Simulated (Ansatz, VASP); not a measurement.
# Hf16In14O53 (amorphous 30In2O3-70HfO2 (mol %)) in two plane-wave programs, part 2 of 3

Wanted: the spread between two codes on one cell, functional and k mesh. Of the first pair: The structure shown is the start of the Ansatz relaxation below; VASP solves that cell, so the two are compared at the walk's first step.

VASP 6.6.1 and Ansatz 0.2.0.

So far: Starting point; Ansatz: relaxation, revPBE; VASP: single point, revPBE, start cell, pair 1.

## (4) Side by side

Known differences besides the potentials themselves: the data sets hold 916 valence electrons in Ansatz (on its PAW soft_1 files) and 660 in VASP; the cutoff is 420 eV in Ansatz and 520 eV in VASP (PREC = Accurate, projectors in real space); Ansatz makes its cores anew for this functional, VASP keeps those of its PBE data sets. Total energies have different zeros and are not compared.

Forces on 8 of the 83 atoms, those with the largest forces and the largest differences (eV/Å; atoms numbered as in POSCAR):

```csv
atom,"Ansatz x, y, z","VASP x, y, z"
O33,"-0.130, 0.067, 0.049","-0.267, 0.103, 0.023"
O39,"0.084, 0.068, -0.091","0.186, 0.184, -0.202"
O42,"0.014, -0.070, -0.116","0.037, -0.178, -0.269"
O50,"0.075, -0.032, 0.107","0.216, -0.038, 0.192"
O68,"0.066, 0.027, 0.018","0.207, 0.061, 0.151"
O75,"-0.171, 0.021, -0.001","-0.302, 0.065, 0.145"
O78,"0.138, -0.088, -0.089","0.330, -0.108, -0.097"
O83,"-0.136, -0.046, -0.004","-0.308, 0.017, -0.101"
```

The forces differ by 72 meV/Å r.m.s., which is 67.3 % of the r.m.s. force of 0.107 eV/Å (both taken over all components).

## (5) Ansatz: relaxation, revPBE

This run makes the geometry at which the two programs are then compared.

The structure compared here is the end of the Ansatz relaxation.

This is the run of step 2 again, met here at its other cell.

## (6) VASP: single point, revPBE, relaxed atoms in a fixed cell, pair 2

The same cell, functional, mesh and smearing now go to VASP, with its own data sets.

File INCAR:

```
SYSTEM = Hf16In14O53
PREC = Accurate
ENCUT = 600
EDIFF = 1E-06
NELM = 120
ISMEAR = 0
SIGMA = 0.025
LREAL = Auto
ALGO = Normal
GGA = RE
NBANDS = 392
LASPH = .TRUE.
LORBIT = 11
LWAVE = .FALSE.
LCHARG = .FALSE.
ISIF = 2
GGA_COMPAT = .FALSE.
EFERMI = MIDGAP
NCORE = 2
```

File POSCAR:

```
Hf16In14O53
1.0
   10.4149100000      0.0231000000     -0.1041800000
    0.0233300000     10.1609000000     -0.0211400000
   -0.1052200000     -0.0211400000     10.6918800000
In Hf O
14 16 53
Direct
    0.2927600000      0.6790600000      0.8123700000
    0.4190900000      0.3023200000      0.7214800000
    0.3031900000      0.6590600000      0.2495100000
    0.7727000000      0.7214300000      0.8427900000
    0.0388000000      0.8798000000      0.3474300000
    0.9519100000      0.2106700000      0.8924300000
    0.0598400000      0.1927000000      0.1893900000
    0.1143100000      0.4544700000      0.3839800000
    0.2458400000      0.0586600000      0.8938200000
    0.9879600000      0.9110100000      0.0380600000
    0.2662300000      0.4037700000      0.9771500000
    0.5126400000      0.5547000000      0.5265000000
    0.5671800000      0.1075900000      0.4579200000
    0.6512700000      0.7422000000      0.3255300000
    0.6400700000      0.9834200000      0.7119900000
    0.7507600000      0.4009900000      0.7671100000
    0.0551100000      0.5100600000      0.7527100000
    0.5755900000      0.1842300000      0.9890200000
    0.3301300000      0.0382000000      0.2185300000
    0.4866800000      0.8431600000      0.0115000000
    0.2165500000      0.1261000000      0.5525100000
    0.3451600000      0.8307500000      0.5159100000
    0.8665500000      0.6123300000      0.5146000000
    0.5764500000      0.5262200000      0.0415700000
    0.9707300000      0.5457000000      0.0749100000
    0.0178900000      0.8888400000      0.6782200000
    0.4250000000      0.3481600000      0.2745400000
    0.7779200000      0.0385200000      0.2262500000
    0.8990600000      0.2068700000      0.5048800000
    0.7613900000      0.4092600000      0.2839900000
    0.8888100000      0.8694700000      0.2090900000
    0.6491800000      0.0218800000      0.0778200000
    0.2493400000      0.4560600000      0.7664300000
    0.5982400000      0.7076000000      0.1278500000
    0.4005700000      0.2250600000      0.5325900000
    0.7571200000      0.2090100000      0.3343100000
    0.9411200000      0.4309700000      0.9082700000
    0.9149300000      0.7211400000      0.9896900000
    0.6690800000      0.9450800000      0.3492100000
    0.6731600000      0.5428600000      0.8796200000
    0.4583400000      0.7134600000      0.3870600000
    0.5801700000      0.4426200000      0.3621200000
    0.0432300000      0.9975200000      0.8634200000
    0.1052000000      0.5926000000      0.2188700000
    0.1433000000      0.2321100000      0.9828800000
    0.9053800000      0.1130500000      0.0719300000
    0.0900900000      0.7107300000      0.7541800000
    0.5880800000      0.3319800000      0.1326800000
    0.7363700000      0.2513900000      0.8925100000
    0.5859800000      0.4075200000      0.6602100000
    0.2150800000      0.9232300000      0.6277400000
    0.3859500000      0.4901300000      0.1368700000
    0.5371400000      0.1160100000      0.8043900000
    0.1392900000      0.5627700000      0.9632600000
    0.3235600000      0.8680700000      0.8960800000
    0.2934600000      0.0131000000      0.4077100000
    0.8540900000      0.5744200000      0.7119000000
    0.3812800000      0.6778200000      0.6335000000
    0.2573200000      0.2396300000      0.2248100000
    0.3758700000      0.8478800000      0.1727800000
    0.8267000000      0.8911600000      0.7351300000
    0.8146800000      0.6095200000      0.3291300000
    0.0173100000      0.0699000000      0.5976600000
    0.9528400000      0.7977100000      0.5146300000
    0.7736300000      0.4997600000      0.1107700000
    0.4550200000      0.3463200000      0.9204900000
    0.0987200000      0.2652900000      0.4704100000
    0.4423700000      0.6540600000      0.9493900000
    0.4039800000      0.0729300000      0.0334000000
    0.7290200000      0.1192300000      0.5878700000
    0.2014400000      0.7684300000      0.3928300000
    0.2558400000      0.1750200000      0.7347800000
    0.3173500000      0.4753500000      0.3838100000
    0.9598200000      0.0787800000      0.3460600000
    0.0522300000      0.5329200000      0.5590200000
    0.9696500000      0.3780700000      0.2259200000
    0.9209800000      0.3037900000      0.7010900000
    0.6805900000      0.6728600000      0.5337200000
    0.5093600000      0.9408300000      0.5779200000
    0.6129900000      0.8518700000      0.8581400000
    0.8438000000      0.4032600000      0.4705300000
    0.1410500000      0.9875900000      0.1623500000
    0.4845400000      0.1507100000      0.2845000000
```

File KPOINTS:

```
Automatic mesh
0
Gamma
1 1 1
0 0 0
```

Potentials, in the order of the species: In_d, Hf_pv and O (PBE family, release 64).

Launch:

```sh
$ mpirun -np 8 vasp_gam
```

Numbers of over 12 decimals in the logs are rounded to 6 here.

The log of the run:

```text
[banner, memory and clock lines left out]
running    8 mpi-ranks, on    1 nodes
[...]
[... a notice as in an earlier step ...]

 LDA part: xc-table for (Slater+PW92), standard interpolation
 POSCAR, INCAR and KPOINTS ok, starting setup
[...]
entering main loop
       N       E                     dE             d eps       ncg     rms          rms(c)
DAV:   1     0.147518624825E+05    0.14752E+05   -0.34321E+05   784   0.248E+03
DAV:   2     0.257934279753E+04   -0.12173E+05   -0.11672E+05   856   0.760E+02
DAV:   3    -0.275279834303E+03   -0.28546E+04   -0.26552E+04   800   0.316E+02
DAV:   4    -0.750176753623E+03   -0.47490E+03   -0.46466E+03  1072   0.124E+02
[...]
DAV:  17    -0.639967924373E+03   -0.37189E-04   -0.12632E-04  1096   0.258E-02    0.303E-02
DAV:  18    -0.639967925012E+03   -0.63901E-06   -0.23293E-05  1072   0.118E-02    0.113E-02
DAV:  19    -0.639967925347E+03   -0.33500E-06   -0.37450E-06   720   0.587E-03
   1 F= -.63996793E+03 E0= -.63996793E+03  d E =0.000000E+00
```

From OUTCAR (step 6):

```text
  FREE ENERGIE OF THE ION-ELECTRON SYSTEM (eV)
  ---------------------------------------------------
  free  energy   TOTEN  =      -639.9679253465 eV

  energy  without entropy=     -639.9679253465  energy(sigma->0) =     -639.96792535

[... 1 part as in an earlier step ...]
```

The run ends at a pressure of -2.68 GPa, with forces up to 0.23 eV/Å.

## (7) Side by side

What differs besides the data sets and the points named for the pairs above, as far as they apply: the data sets hold 916 valence electrons in Ansatz (on its PAW soft_1 files) and 660 in VASP; the cutoff is 420 eV in Ansatz and 600 eV in VASP (PREC = Accurate, projectors in real space). Total energies have different zeros and are not compared.

Both answers:

```csv
quantity,Ansatz,VASP,difference
pressure (GPa),-1.21,-2.68,+1.47
gap on the k mesh (eV),1.995,1.981,+0.014
```

Forces on 7 of the 83 atoms, those with the largest forces and the largest differences (eV/Å; atoms numbered as in POSCAR):

```csv
atom,"Ansatz x, y, z","VASP x, y, z"
O39,"0.005, 0.009, -0.010","0.113, 0.123, -0.123"
O59,"0.010, -0.008, -0.006","0.197, -0.041, 0.025"
O60,"0.008, 0.004, 0.002","0.060, 0.164, -0.090"
O68,"-0.001, 0.003, 0.009","0.143, 0.039, 0.143"
O75,"-0.008, 0.001, 0.005","-0.140, 0.045, 0.147"
O78,"0.028, 0.007, 0.005","0.227, -0.018, -0.002"
O83,"-0.002, 0.000, 0.000","-0.177, 0.061, -0.096"
```

The forces differ by 72 meV/Å r.m.s., where the r.m.s. force is 0.010 eV/Å in Ansatz and 0.076 eV/Å in VASP: the atoms lie near their places of rest in Ansatz, so a percentage would say little (all taken over all components). A gap on the mesh is an upper bound, since the band edges may lie between its points; neither run holds spin-orbit coupling, which can move the band edges of a compound of Hf.

## (8) Ansatz: relaxation, revPBE

This run makes the geometry at which the two programs are then compared. The cell compared in this pair holds 1086.54 Å³, against 1131.34 Å³ for the pair before.

The structure compared here is the end of the Ansatz relaxation.

File input.yaml:

```yaml
crystal:
  lattice:
    - [10.20762, 0.02287, -0.10313]
    - [0.02287, 10.05826, -0.02093]
    - [-0.10313, -0.02093, 10.58387]
  atoms:
    - { symbol: In, position: [0.29355, 0.68009, 0.81256] }
    - { symbol: In, position: [0.41792, 0.30386, 0.72177] }
    - { symbol: In, position: [0.30403, 0.65934, 0.2491] }
    - { symbol: In, position: [0.7716, 0.72068, 0.84121] }
    - { symbol: In, position: [0.03772, 0.87946, 0.34711] }
    - { symbol: In, position: [0.95246, 0.20995, 0.89171] }
    - { symbol: In, position: [0.05895, 0.19219, 0.18923] }
    - { symbol: In, position: [0.11426, 0.45432, 0.3836] }
    - { symbol: In, position: [0.24654, 0.05916, 0.89323] }
    - { symbol: In, position: [0.98624, 0.91138, 0.03773] }
    - { symbol: In, position: [0.26654, 0.40415, 0.97759] }
    - { symbol: In, position: [0.51111, 0.55372, 0.52533] }
    - { symbol: In, position: [0.56685, 0.10799, 0.45887] }
    - { symbol: In, position: [0.65312, 0.74236, 0.3249] }
    - { symbol: Hf, position: [0.63925, 0.9843, 0.71283] }
    - { symbol: Hf, position: [0.75103, 0.40041, 0.76662] }
    - { symbol: Hf, position: [0.05577, 0.50916, 0.75251] }
    - { symbol: Hf, position: [0.57575, 0.18392, 0.98942] }
    - { symbol: Hf, position: [0.33014, 0.03785, 0.21894] }
    - { symbol: Hf, position: [0.4875, 0.84385, 0.01256] }
    - { symbol: Hf, position: [0.21663, 0.12585, 0.55237] }
    - { symbol: Hf, position: [0.34527, 0.83012, 0.51561] }
    - { symbol: Hf, position: [0.8672, 0.61236, 0.51454] }
    - { symbol: Hf, position: [0.57656, 0.52587, 0.04181] }
    - { symbol: Hf, position: [0.97076, 0.54659, 0.07394] }
    - { symbol: Hf, position: [0.01795, 0.88875, 0.67816] }
    - { symbol: Hf, position: [0.42587, 0.34727, 0.27493] }
    - { symbol: Hf, position: [0.77626, 0.03892, 0.22686] }
    - { symbol: Hf, position: [0.89903, 0.20733, 0.50494] }
    - { symbol: Hf, position: [0.76252, 0.40899, 0.28376] }
    - { symbol: O, position: [0.88645, 0.86893, 0.20894] }
    - { symbol: O, position: [0.64776, 0.01899, 0.07741] }
    - { symbol: O, position: [0.25145, 0.45504, 0.76597] }
    - { symbol: O, position: [0.59926, 0.70751, 0.12803] }
    - { symbol: O, position: [0.40071, 0.22588, 0.532] }
    - { symbol: O, position: [0.75678, 0.20922, 0.33588] }
    - { symbol: O, position: [0.94083, 0.43065, 0.90801] }
    - { symbol: O, position: [0.9143, 0.72156, 0.98895] }
    - { symbol: O, position: [0.6684, 0.94513, 0.35078] }
    - { symbol: O, position: [0.67232, 0.54199, 0.87894] }
    - { symbol: O, position: [0.45882, 0.71352, 0.38644] }
    - { symbol: O, position: [0.5811, 0.44305, 0.36211] }
    - { symbol: O, position: [0.04192, 0.99866, 0.86332] }
    - { symbol: O, position: [0.10574, 0.59261, 0.21729] }
    - { symbol: O, position: [0.14382, 0.23248, 0.98351] }
    - { symbol: O, position: [0.90322, 0.1136, 0.07235] }
    - { symbol: O, position: [0.08966, 0.71064, 0.75372] }
    - { symbol: O, position: [0.58994, 0.33101, 0.13364] }
    - { symbol: O, position: [0.7369, 0.24945, 0.89112] }
    - { symbol: O, position: [0.58574, 0.40739, 0.65906] }
    - { symbol: O, position: [0.21615, 0.92341, 0.62881] }
    - { symbol: O, position: [0.38594, 0.48934, 0.13752] }
    - { symbol: O, position: [0.5342, 0.11618, 0.80539] }
    - { symbol: O, position: [0.14004, 0.56375, 0.9609] }
    - { symbol: O, position: [0.32278, 0.8684, 0.89731] }
    - { symbol: O, position: [0.29348, 0.01233, 0.40775] }
    - { symbol: O, position: [0.85402, 0.57396, 0.71142] }
    - { symbol: O, position: [0.3815, 0.67782, 0.6336] }
    - { symbol: O, position: [0.25699, 0.23962, 0.22609] }
    - { symbol: O, position: [0.37609, 0.84808, 0.17364] }
    - { symbol: O, position: [0.82588, 0.89123, 0.73517] }
    - { symbol: O, position: [0.81724, 0.60936, 0.32849] }
    - { symbol: O, position: [0.01687, 0.06988, 0.5977] }
    - { symbol: O, position: [0.95199, 0.79853, 0.5147] }
    - { symbol: O, position: [0.77396, 0.50037, 0.11027] }
    - { symbol: O, position: [0.45668, 0.34693, 0.92156] }
    - { symbol: O, position: [0.09904, 0.2653, 0.47003] }
    - { symbol: O, position: [0.44176, 0.65417, 0.9509] }
    - { symbol: O, position: [0.40317, 0.07374, 0.03419] }
    - { symbol: O, position: [0.72881, 0.1207, 0.58978] }
    - { symbol: O, position: [0.20042, 0.76749, 0.3929] }
    - { symbol: O, position: [0.25425, 0.17576, 0.73461] }
    - { symbol: O, position: [0.31883, 0.47564, 0.38509] }
    - { symbol: O, position: [0.95987, 0.0782, 0.34596] }
    - { symbol: O, position: [0.05448, 0.53343, 0.55892] }
    - { symbol: O, position: [0.9702, 0.37792, 0.22606] }
    - { symbol: O, position: [0.92307, 0.30503, 0.70055] }
    - { symbol: O, position: [0.68032, 0.67276, 0.53354] }
    - { symbol: O, position: [0.50913, 0.94106, 0.57821] }
    - { symbol: O, position: [0.61172, 0.85168, 0.85762] }
    - { symbol: O, position: [0.8445, 0.40375, 0.47045] }
    - { symbol: O, position: [0.14028, 0.98727, 0.16153] }
    - { symbol: O, position: [0.48626, 0.15015, 0.28405] }
kpoints:
  mp_grid: { grid: [1, 1, 1] }
hamiltonian:
  xc: revpbe
  pseudopotentials: { kind: paw, azcp: { folder: soft_1 } }
scf:
  occupations: { method: gaussian, width: 0.025 }
output:
  forces: true
  eigenvalues: true
  stress: true
relax:
  f_tol: 0.05
  max_steps: 70
```

Launch:

```sh
$ ansatz run input.yaml --threads 4 --pin off --max-ram 8192MiB --backend cpu --events-out ev --progress --plain --runs-dir out
```

The log of the run:

```text
[...]
Crystal: 83 atoms, lattice volume = 1086.539 Å³
Basis set: ecut = 420 eV, 21201 PW (Γ), exchange–correlation on 144×144×144 points (8 copies of the dense FFT grid, shifted against one another)
Bands: 550, of which v1, the nominal top of the filled ones, is band 458 counted from 1 (457 counted from 0)
Symmetry: 1 space group operations
[...]
k-points: 1
[...]
- { symbol: O, position: [0.645422, 0.011234, 0.075574] }
    - { symbol: O, position: [0.254262, 0.454467, 0.765919] }
    - { symbol: O, position: [0.600707, 0.707021, 0.128037] }
    - { symbol: O, position: [0.400493, 0.231199, 0.525435] }
    - { symbol: O, position: [0.754382, 0.208593, 0.338426] }
    - { symbol: O, position: [0.939991, 0.427218, 0.909867] }
    - { symbol: O, position: [0.911555, 0.720651, 0.986438] }
[...]
- { symbol: O, position: [0.608066, 0.849510, 0.854284] }
    - { symbol: O, position: [0.842170, 0.404908, 0.472651] }
    - { symbol: O, position: [0.137797, 0.983528, 0.161614] }
    - { symbol: O, position: [0.487753, 0.146812, 0.282990] }
```

[end of part 2 of 3]

[Lines on the potential files, build, host, timing and source positions are cut from VASP's logs without a mark.]

[Logs are printed without paths, hosts, clocks, repeated set-up lines and the standing remarks that a program may print on its own settings, such as how far it seeks lower states.]

[Hosts, paths, dates, database ids (printed as entryN), source tags and the programs' standing remarks are cut or masked in the printed files.]
